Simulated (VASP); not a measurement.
Given:

```xyz
2
Lattice="1.1808 0.6818 2.6070 -1.1808 0.6818 2.6070 0.0000 -1.3635 2.6070" Properties=species:S:1:pos:R:3 pbc="T T T"
B      0.0000     0.0000     1.9556
B      0.0000     0.0000     5.8653
```

Method: PBEsol GGA, VASP's PBE PAW potentials (set 64) (plane waves; VASP). Numerical set-up: 520 eV cut-off, Gaussian smearing of 0.050 eV, potentials B.

Question: Give the energies of bands 1 to 6 at the high-symmetry points, in eV from the Fermi level.

Answer: 
| band | Γ | T | H2 | L | S0 | F |
|---|---|---|---|---|---|---|
| 1 | -17.40 | -13.05 | -7.30 | -9.72 | -7.74 | -9.46 |
| 2 | -3.41 | -13.05 | -7.30 | -9.72 | -5.97 | -6.69 |
| 3 | 5.70 | 8.19 | -4.73 | 1.34 | -5.57 | -5.25 |
| 4 | 6.40 | 8.19 | -4.73 | 1.35 | -3.42 | 0.64 |
| 5 | 6.40 | 8.20 | 7.53 | 5.51 | 3.06 | 1.92 |
| 6 | 13.29 | 8.20 | 7.54 | 5.53 | 10.19 | 10.57 |

It has no gap at this level: it comes out as a metal or semimetal.

The structure was generated: B was put into the A7 type (R-3m), which need not be its known phase. It was relaxed first.
